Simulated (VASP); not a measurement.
# Pd₄Rh₄C: nudged elastic band

Pd₄Rh₄C, defect, 9 atoms in the cell. PBE, nudged elastic band; PAW potentials Pd, Rh_pv, C (PBE set).

Path: an interstitial C atom hops to the next site of its kind; Moving images: 3.

## Input

INCAR.step1:
```
SYSTEM = Pd4Rh4C
PREC     = Normal         ! precision mode
ENCUT    = 400            ! plane-wave cutoff, eV
EDIFF    = 1E-6           ! SCF threshold, eV
ISMEAR   = 1              ! smearing method
SIGMA    = 0.1            ! smearing width, eV
LREAL    = .False.        ! projectors in reciprocal space
LASPH    = .True.         ! aspherical terms in the spheres
NELM     = 100            ! most SCF steps
ALGO     = Normal         ! electronic algorithm
LWAVE    = .False.        ! write WAVECAR
LCHARG   = .False.        ! write CHGCAR
IBRION   = 2              ! ionic algorithm
NSW      = 100            ! ionic steps
ISIF     = 2              ! what is computed and relaxed
EDIFFG   = -0.02          ! ionic threshold
POTIM    = 0.5            ! step
KPAR     = 6             
```

INCAR.step3, as INCAR.step1 but for:
```
- IBRION = 2
- ISIF = 2
- EDIFFG = -0.02
- POTIM = 0.5
- KPAR = 6
+ IBRION = 1
+ POTIM = 0.3
+ EDIFFG = -0.05
+ SPRING = -5
+ IMAGES = 3
+ KPAR = 2
```

KPOINTS:
```
k-points
0
Gamma
  5 5 5
```

00/POSCAR:
```
Pd4Rh4C
1.0
   -2.7584299458     -1.5925802718      4.4952460509
    2.7584299458     -1.5925802718      4.4952460509
    0.0000000000      3.1851605436      4.4952460509
Pd Rh C
4 4 1
Direct
    0.0016467824      0.0016467824      0.0016467824
    0.5055908860      0.5055908860      0.9964165895
    0.5055908860      0.9964165895      0.5055908860
    0.9964165895      0.5055908860      0.5055908860
    0.5008582524      0.5008582524      0.5008582524
    0.9928013812      0.9928013812      0.5105540758
    0.9928013812      0.5105540758      0.9928013812
    0.5105540758      0.9928013812      0.9928013812
    0.2437397654      0.2437397654      0.2437397654
```

01/POSCAR:
```
Pd4Rh4C
1.0
   -2.7584299458     -1.5925802718      4.4952460509
    2.7584299458     -1.5925802718      4.4952460509
    0.0000000000      3.1851605436      4.4952460509
Pd Rh C
4 4 1
Direct
   -0.0014115485     -0.0014166235      0.0193517085
    0.5073139596      0.5073190388      1.0121480441
    0.5022871563      0.9983904732      0.5160467957
    0.9983903862      0.5022870674      0.5160468498
    0.5034759631      0.5034858852      0.5132473592
    0.9910416485      0.9910317221      0.5296948132
    0.9614044577      0.5406263819      1.0016928326
    0.5406265026      0.9614045712      1.0016926724
    0.2468714745      0.2468714837      0.1400789245
```

02/POSCAR:
```
Pd4Rh4C
1.0
   -2.7584299458     -1.5925802718      4.4952460509
    2.7584299458     -1.5925802718      4.4952460509
    0.0000000000      3.1851605436      4.4952460509
Pd Rh C
4 4 1
Direct
   -0.0041062255     -0.0041007758      0.0300744041
    0.5041576710      0.5041522229      1.0246119692
    0.5033513885      0.9966792849      0.5300846671
    0.9966792588      0.5033513595      0.5300846027
    0.5057127653      0.5057218234      0.5193003161
    0.9942369119      0.9942278564      0.5355087377
    0.9431285502      0.5569568676      1.0263531944
    0.5569569100      0.9431285916      1.0263530142
    0.2498827697      0.2498827696      0.0276290945
```

03/POSCAR:
```
Pd4Rh4C
1.0
   -2.7584299458     -1.5925802718      4.4952460509
    2.7584299458     -1.5925802718      4.4952460509
    0.0000000000      3.1851605436      4.4952460509
Pd Rh C
4 4 1
Direct
   -0.0073153170     -0.0073098276      0.0433258846
    0.5014214261      0.5014159406      1.0361224557
    0.5016138463      0.9977144814      0.5398989898
    0.9977144495      0.5016138180      0.5398989276
    0.5089528867      0.5089628116      0.5257906750
    0.9965202973      0.9965103766      0.5422362669
    0.9593563078      0.5386269172      1.0536297229
    0.5386269496      0.9593563566      1.0536295646
    0.2531091537      0.2531091255     -0.0845324872
```

04/POSCAR:
```
Pd4Rh4C
1.0
   -2.7584299458     -1.5925802718      4.4952460509
    2.7584299458     -1.5925802718      4.4952460509
    0.0000000000      3.1851605436      4.4952460509
Pd Rh C
4 4 1
Direct
   -0.0055908871     -0.0055908871      0.0591389729
    0.4983532263      0.4983532263      1.0539087818
    0.5035834174      0.9944091129      0.5499646685
    0.9944091129      0.5035834174      0.5499646685
    0.5071986291      0.5071986291      0.5450014601
    0.9991417512      0.9991417512      0.5546973068
    0.9894459046      0.5071986291      1.0627541846
    0.5071986291      0.9894459046      1.0627541846
    0.2562602166      0.2562602166     -0.1881842278
```

POSCAR.step1:
```
Pd4Rh4C
1.0
   -2.7584299458     -1.5925802718      4.4952460509
    2.7584299458     -1.5925802718      4.4952460509
    0.0000000000      3.1851605436      4.4952460509
Pd Rh C
4 4 1
Direct
    0.0000000000      0.0000000000      0.0000000000
    0.5000000000      0.5000000000      0.0000000000
    0.5000000000      0.0000000000      0.5000000000
    0.0000000000      0.5000000000      0.5000000000
    0.5000000000      0.5000000000      0.5000000000
    0.0000000000      0.0000000000      0.5000000000
    0.0000000000      0.5000000000      0.0000000000
    0.5000000000      0.0000000000      0.0000000000
    0.2500000000      0.2500000000      0.2500000000
```

POSCAR.step2:
```
Pd4Rh4C
1.0
   -2.7584299458     -1.5925802718      4.4952460509
    2.7584299458     -1.5925802718      4.4952460509
    0.0000000000      3.1851605436      4.4952460509
Pd Rh C
4 4 1
Direct
    0.0000000000      0.0000000000      0.0000000000
    0.5000000000      0.5000000000      0.0000000000
    0.5000000000      0.0000000000      0.5000000000
    0.0000000000      0.5000000000      0.5000000000
    0.5000000000      0.5000000000      0.5000000000
    0.0000000000      0.0000000000      0.5000000000
    0.0000000000      0.5000000000      0.0000000000
    0.5000000000      0.0000000000      0.0000000000
    0.2500000000      0.2500000000     -0.2500000000
```

Commands (each step's output is kept before the next begins):
```
cat potpaw_PBE.64/Pd/POTCAR potpaw_PBE.64/Rh_pv/POTCAR potpaw_PBE.64/C/POTCAR > POTCAR
cp INCAR.step1 INCAR
cp POSCAR.step1 POSCAR
mpirun -np 6 vasp_std > vasp.out
cp POSCAR.step2 POSCAR
mpirun -np 6 vasp_std > vasp.out
# 00 and 04 hold the relaxed ends; the images between are interpolated (pair-distance (IDPP))
cp INCAR.step3 INCAR
mpirun -np 6 vasp_std > vasp.out
```

## Result

- Barrier (eV): 3.055
- Barrier of the reverse step (eV): 3.055
- Energy of the second end over the first (eV): 0.000
- Top of the path (share of its length): 0.50
- Length of the path (Å): 2.80
- Steps of the band: 13
- Ionic steps, all stages: 31
- Electronic steps, all stages: 555

Energy along the relaxed band:

| Image | Distance along the path (Å) | Energy above the first end (eV) | Slope along the path (eV/Å) | Largest force across the path (eV/Å) |
|---|---|---|---|---|
| 0 | 0.000 | 0.000 | relaxed end |  |
| 1 | 0.700 | 1.324 | 3.019 | 0.040 |
| 2 | 1.399 | 3.055 | 0.018 | 0.043 |
| 3 | 2.099 | 1.329 | -3.030 | 0.029 |
| 4 | 2.800 | 0.000 | relaxed end |  |

The two ends have the same energy within 0.01 eV.

Limits: the cell holds 9 atoms, so the vacancy or interstitial meets its own images and the barrier isn't that of a lone defect; the atom stays on the straight, symmetric line between the sites, so the barrier is an upper bound: a way around it wasn't tried.

VASP 6.6.1 took 1339 s on 6 cores (AMD EPYC 7R43 (Zen 3)), a shared host.
